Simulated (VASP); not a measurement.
An input for Ansatz (written as the equivalent of a VASP run, and not itself run):

Ansatz 0.2 input:
```yaml
crystal:
  lattice:
    - [-1.6430905, 1.6430905, 2.5334200]
    - [1.6430905, -1.6430905, 2.5334200]
    - [1.6430905, 1.6430905, -2.5334200]
  atoms:
    - { symbol: In, position: [0.0000000, 1.0000000, 0.0000000] }
kpoints:
  mp_grid: { grid: [16, 16, 16] }
hamiltonian:
  xc: pbe
  pseudopotentials: { kind: paw }
scf:
  occupations: { method: methfessel_paxton, width: 0.1 }
  max_iter: 100
relax:
  max_steps: 40
  f_tol: 0.02
  cell: {}
output: { forces: true, stress: true, eigenvalues: true }
```

Q: Translate this input to VASP (INCAR, KPOINTS, POSCAR, choice of POTCAR).

A: One answer among several that fit: 
**POSCAR**
```
In
1.0
 -1.6430904846   1.6430904846   2.5334199655
  1.6430904846  -1.6430904846   2.5334199655
  1.6430904846   1.6430904846  -2.5334199655
In
1
direct
  0.0000000000   1.0000000000   0.0000000000
```

File KPOINTS:
```
Automatic mesh
0
Gamma
16 16 16
0 0 0
```

**INCAR**
```
LASPH = .TRUE.
EDIFF = 1E-6   # SCF stop (eV)
ISIF = 3
SYSTEM = In
IBRION = 2   # conjugate gradients
LCHARG = .FALSE.
ISMEAR = 1   # Methfessel-Paxton
PREC = Accurate
EDIFFG = -0.02   # ionic stop
NELM = 100   # most electronic steps
SIGMA = 0.1   # width (eV)
ALGO = Normal   # blocked Davidson
GGA = PE
NSW = 40   # most ionic steps
LREAL = .FALSE.
ENCUT = 500
LWAVE = .FALSE.
LMAXMIX = 4
```

POTCAR, in this order: In_d (PBE.64 set). Program: vasp_std.

What does not carry over: each code has its own PAW files, so the cut-off isn't converted (ENCUT is set for VASP's; basis.ecutwfc is left out, and Ansatz then takes the one that its files recommend); Ansatz stops its SCF on the density residual and VASP on the energy change (EDIFF).

The compound is In in the bct structure. This run relaxes it. Symmetry was kept, so distortions that lower it aren't found.
